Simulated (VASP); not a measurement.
An input for Quantum ESPRESSO's pw.x (written as the equivalent of a VASP run, and not itself run):

```
&CONTROL
  calculation = 'vc-relax'
  pseudo_dir = './pseudo'
  outdir = './out'
  tprnfor = .true.
  tstress = .true.
  nstep = 40
  forc_conv_thr = 0.00078
/
&SYSTEM
  ibrav = 0
  nat = 2
  ntyp = 2
  ecutwfc = 88
  occupations = 'smearing'
  smearing = 'gaussian'
  degauss = 0.003675
  input_dft = 'pz'
/
&ELECTRONS
  conv_thr = 7.3e-08
  electron_maxstep = 100
/
&IONS
/
&CELL
  press = 200
/
ATOMIC_SPECIES
  Na 22.990 Na.upf
  F 18.998 F.upf
CELL_PARAMETERS angstrom
    -0.0000000    2.1046983    2.1046983
     2.1046983   -0.0000000    2.1046983
     2.1046983    2.1046983   -0.0000000
ATOMIC_POSITIONS crystal
  Na   0.0000000  0.0000000  0.0000000
  F    0.5000000  0.5000000  0.5000000
K_POINTS automatic
  11 11 11 0 0 0
```

Write the VASP files for the same calculation (LDA).

Several could match; the one computed here: 
POSCAR:
```
NaF
1
   -0.0000000000     2.1046983475     2.1046983475
    2.1046983475    -0.0000000000     2.1046983475
    2.1046983475     2.1046983475    -0.0000000000
Na F
1 1
Direct
  0.0000000000   0.0000000000   0.0000000000
  0.5000000000   0.5000000000   0.5000000000
```

**INCAR**
```
SYSTEM = NaF
PREC = Accurate
ENCUT = 620
EDIFF = 1E-6
NELM = 100
ALGO = Normal
LREAL = .FALSE.
LASPH = .TRUE.
ISMEAR = 0
SIGMA = 0.05
LWAVE = .FALSE.
LCHARG = .FALSE.
IBRION = 2
ISIF = 3
NSW = 40
EDIFFG = -0.02
PSTRESS = 200
```

File KPOINTS:
```
Regular mesh
0
Gamma
  11 11 11
0 0 0
```

POTCAR, in this order: Na_pv F (LDA.64 set). Program: vasp_std.

What does not carry over: the potentials are each code's own (VASP's PAW set, PseudoDojo norm-conserving files in pw.x), so ENCUT and ecutwfc are chosen apart and not converted; conv_thr bounds pw.x's estimated SCF error, while EDIFF bounds the energy change between steps; forc_conv_thr acts on force components and is met together with etot_conv_thr.

The compound is NaF in the rock salt structure. It was relaxed first under an external pressure of 20 GPa.
